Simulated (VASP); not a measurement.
```yaml
crystal:
  lattice:
    - [0.00000, 3.17500, 3.17500]
    - [3.17500, 0.00000, 3.17500]
    - [3.17500, 3.17500, 0.00000]
  atoms:
    - { symbol: Mg, position: [0.25000, 0.25000, 0.25000] }
    - { symbol: Mg, position: [0.75000, 0.75000, 0.75000] }
    - { symbol: Si, position: [0.00000, 0.00000, 0.00000] }
```

Method: PBE GGA, VASP's PBE PAW potentials (set 64) (plane waves; VASP 6.6.1). Run with 400 eV cut-off, 6×6×6 Γ-centred mesh, Gaussian smearing of 0.050 eV, potentials Mg Si.

Task: Estimate the energy per atom (σ→0), band gap (on the k-mesh) with the smallest direct gap where there is one.

Result: 
```json
{
 "band gap (on the k-mesh)": "0.20 eV",
 "smallest direct gap (on the k-mesh)": "1.88 eV",
 "energy per atom (σ→0)": "-2.965 eV/atom"
}
```

The compound is Mg2Si in the antifluorite structure. The cell was not relaxed at this level.
